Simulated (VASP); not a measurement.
AuZn (CsCl type) relaxed at rising pressure, in one space group throughout; other phases were not tried. The pressures are those reached. Computed with PBEsol GGA, VASP's PBE PAW potentials (set 64) (plane waves; VASP 6.6.1).

```csv
P (GPa),V (Å³/atom),k-mesh
-0.05,15.328,12×12×12
4.89,14.849,12×12×12
9.87,14.448,12×12×12
19.89,13.803,12×12×12
29.92,13.296,12×12×12
```

### Question
Fit an equation of state and predict the volume at 44.83 GPa.

### Answer
Least squares on the third-order Birch-Murnaghan form, P = (3B0/2)(y⁷ − y⁵)[1 + (3/4)(B′ − 4)(y² − 1)] with y = (V0/V)^(1/3), gives V0 = 15.322 Å³/atom, B0 = 143 GPa and B′ = 5.5, and so 12.702 Å³/atom. The run gave 12.694 Å³/atom, -0.1 % from the fit.

Pressures at which the relaxation failed are left out.

The compound is AuZn in the CsCl type structure. The electron count is odd and the run is not spin-polarised, which forces a metal.
